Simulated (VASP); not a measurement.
```
Nb
1.0
   -1.68300     1.68300     1.68300
    1.68300    -1.68300     1.68300
    1.68300     1.68300    -1.68300
Nb
1
Direct
  0.00000   0.00000   0.00000
```

Method: PBE GGA, VASP's PBE PAW potentials (set 64) (plane waves; VASP). Run with 400 eV cut-off, KSPACING 0.8 per Å, first-order Methfessel-Paxton smearing of 0.10 eV, potentials Nb_sv.

Give the stress tensor in GPa (positive for a compressed cell).

```
-11.06    0.00    0.00
  0.00  -11.06    0.00
  0.00    0.00  -11.06
```
The pressure is its mean diagonal, -11.06 GPa.

The compound is Nb in the bcc structure. The cell was not relaxed at this level. The run is one of a series of settings (KGAMMA = .FALSE., KSPACING = 0.8, KPOINTS file removed against the base run), some of them coarse on purpose.
